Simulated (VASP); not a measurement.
All values below come from PBEsol GGA, VASP's PBE PAW potentials (set 64) (plane waves; VASP 6.6.1).

The input files of a VASP run:

**INCAR**
```
! general
SYSTEM  = Lu
PREC    = Accurate
ENCUT   = 300   ! plane-wave cut-off (eV)
LREAL   = .False.   ! projection in real space or not
LASPH   = .True.   ! aspherical one-centre terms

! electronic loop
EDIFF   = 1E-6
NELM    = 100   ! most electronic steps
ALGO    = Normal
LMAXMIX = 6

! smearing
ISMEAR  = -1
SIGMA   = 0.1   ! width (eV)

! functional
GGA     = PS   ! PBEsol

! ions
ISIF    = 2

! output
LWAVE   = .False.
LCHARG  = .False.
```

### POSCAR
```
Lu
1
    3.5180500000     0.0000000000     0.0000000000
   -1.7590250000     3.0467210000     0.0000000000
    0.0000000000     0.0000000000     5.4460800000
Lu
2
Direct
  0.3334220000   0.6656090000   0.2515640000
  0.6665780000   0.3343910000   0.7484360000
```

### KPOINTS
```
Automatic mesh
0
Gamma
7 7 4
0 0 0
```

POTCAR, in this order: Lu_3 (PBE.64 set). Program: vasp_std.

Problem. What will the output report for the number of irreducible k-points (NKPTS), largest plane-wave count, number of space-group operations, FFT grid (NGX, NGY, NGZ)?

Solution. 
```yaml
number of irreducible k-points (NKPTS): 99
largest_plane_wave_count: 705
number_of_space_group_operations: 2
FFT grid (NGX, NGY, NGZ): 20 × 20 × 32
```

The structure comes from a computed database's Lu entry; how it stands against other phases isn't given here. The cell was not relaxed at this level, atoms are displaced from their ideal sites. The run is one of a series of settings (GGA = PS against the base run), some of them coarse on purpose.
